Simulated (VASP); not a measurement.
Here is the system:

```
CELL_PARAMETERS angstrom
     -3.16482     3.14409     3.16482
      3.14409    -3.16482     3.16482
      1.59278     1.59278    -1.59278
ATOMIC_POSITIONS crystal
  Ta 0.00000 0.00000 0.00000
  Mo 0.00000 0.50000 0.00000
  Mo 0.50000 0.00000 0.00000
  Mo 0.50000 0.50000 0.00000
```

All values below come from PBEsol GGA, VASP's PBE PAW potentials (set 64) (plane waves; VASP 6.6.1). Settings: 400 eV cut-off, Gaussian smearing of 0.050 eV, potentials Ta_pv Mo_sv.

Question: Give the energies of bands 17 to 30 at the high-symmetry points, in eV from the Fermi level.

Answer: 
```
band      Γ      L      T     P0      F
----  -----  -----  -----  -----  -----
17    -5.25  -4.02  -5.10  -3.31  -5.03
18    -5.00  -3.72  -5.10  -3.27  -3.70
19    -5.00  -3.65  -4.99  -3.27  -3.66
20    -3.02  -3.07  -4.99  -3.04  -2.67
21    -3.02  -2.89  -3.13  -3.04  -2.41
22    -2.77  -2.64  -2.86  -2.64  -2.18
23    -0.85  -2.33  -2.86  -2.64  -1.69
24    -0.85  -1.51   1.75  -2.18  -1.43
25    -0.61  -1.31   1.75  -1.04  -1.36
26     1.82  -0.50   1.82  -0.80  -1.29
27     1.91   0.10   1.95  -0.80  -0.69
28     1.91   0.52   2.22   0.92   1.28
29     1.93   1.12   2.22   1.54   1.32
30     1.93   1.55   2.58   1.54   1.47
```

It has no gap at this level: it comes out as a metal or semimetal.

The structure was generated: Mo3Ta was put into an ordered model structure (R-3m), which need not be its known phase. It was relaxed first. The electron count is odd and the run is not spin-polarised, which forces a metal.
